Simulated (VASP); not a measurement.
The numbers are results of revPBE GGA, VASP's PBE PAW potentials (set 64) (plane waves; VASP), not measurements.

VASP ran on this input.

### POSCAR
```
PbSe
1
    0.0000000000     3.1668784030     3.1668784030
    3.1668784030     0.0000000000     3.1668784030
    3.1668784030     3.1668784030     0.0000000000
Pb Se
1 1
Direct
  0.0000000000   0.0000000000   0.0000000000
  0.5000000000   0.5000000000   0.5000000000
```

KPOINTS:
```
Automatic mesh
0
Gamma
7 7 7
0 0 0
```

### INCAR
```
SYSTEM  =  PbSe
GGA  =  RE   ! revPBE
LWAVE  =  .FALSE.
SIGMA  =  0.05
ALGO  =  Normal   ! blocked Davidson
NELM  =  100   ! most electronic steps
ISIF  =  2
ISMEAR  =  0
LASPH  =  .TRUE.   ! aspherical one-centre terms
LMAXMIX  =  4   ! l cut-off of mixed one-centre charges
EDIFF  =  1E-7
PREC  =  Accurate
LREAL  =  .FALSE.   ! projection in real space or not
ENCUT  =  520
LCHARG  =  .FALSE.
```

POTCAR, in this order: Pb_d Se (PBE.64 set). Program: vasp_std.

What VASP printed:

**OSZICAR**
```
       N       E                     dE             d eps       ncg     rms          rms(c)
DAV:   1     0.152857732965E+03    0.15286E+03   -0.95951E+03   560   0.144E+03
DAV:   2     0.524906379482E+01   -0.14761E+03   -0.14468E+03   584   0.338E+02
DAV:   3    -0.765562896108E+01   -0.12905E+02   -0.12488E+02   758   0.104E+02
DAV:   4    -0.795235278969E+01   -0.29672E+00   -0.29656E+00   604   0.191E+01
DAV:   5    -0.796266659546E+01   -0.10314E-01   -0.10314E-01   782   0.357E+00    0.279E+00
DAV:   6    -0.759599045022E+01    0.36668E+00   -0.10243E+00   736   0.711E+00    0.151E+00
DAV:   7    -0.759527608257E+01    0.71437E-03   -0.15322E-01   618   0.209E+00    0.881E-01
DAV:   8    -0.760231766496E+01   -0.70416E-02   -0.20330E-02   590   0.174E+00    0.207E-01
DAV:   9    -0.760172877145E+01    0.58889E-03   -0.36080E-03   784   0.619E-01    0.802E-02
DAV:  10    -0.760194927763E+01   -0.22051E-03   -0.44488E-04   572   0.150E-01    0.257E-02
DAV:  11    -0.760198167144E+01   -0.32394E-04   -0.13547E-04   614   0.122E-01    0.796E-03
DAV:  12    -0.760198286712E+01   -0.11957E-05   -0.72394E-06   698   0.193E-02    0.277E-03
DAV:  13    -0.760198360482E+01   -0.73770E-06   -0.18618E-06   584   0.886E-03    0.199E-03
DAV:  14    -0.760198375492E+01   -0.15010E-06   -0.14169E-07   624   0.319E-03    0.413E-04
DAV:  15    -0.760198376897E+01   -0.14044E-07   -0.18589E-08   334   0.173E-03
   1 F= -.76019838E+01 E0= -.76019838E+01  d E =-.601382E-12
```

OUTCAR:
```
------------------------ aborting loop because EDIFF is reached ----------------------------------------
  FORCE on cell =-STRESS in cart. coord.  units (eV):
  Direction    XX          YY          ZZ          XY          YZ          ZX
  --------------------------------------------------------------------------------------
  Total       -0.4688161     -0.4688161     -0.4688161      0.0000000      0.0000000      0.0000000
  in kB      -11.8246665    -11.8246665    -11.8246665      0.0000000      0.0000000      0.0000000
  external PRESSURE =     -11.8246665 kB  Pullay stress =       0.0000000 kB
  volume of cell :       63.52
      direct lattice vectors                 reciprocal lattice vectors
     0.000000000  3.166878403  3.166878403    -0.157884180  0.157884180  0.157884180
     3.166878403  0.000000000  3.166878403     0.157884180 -0.157884180  0.157884180
     3.166878403  3.166878403  0.000000000     0.157884180  0.157884180 -0.157884180
  FREE ENERGIE OF THE ION-ELECTRON SYSTEM (eV)
  ---------------------------------------------------
  free  energy   TOTEN  =        -7.6019837690 eV

  energy  without entropy=       -7.6019837690  energy(sigma->0) =       -7.60198377
```
(Selected blocks of OUTCAR.)

The compound is PbSe in the rock salt structure. This cell is one point of a volume scan, at 1.03 of the reference volume.
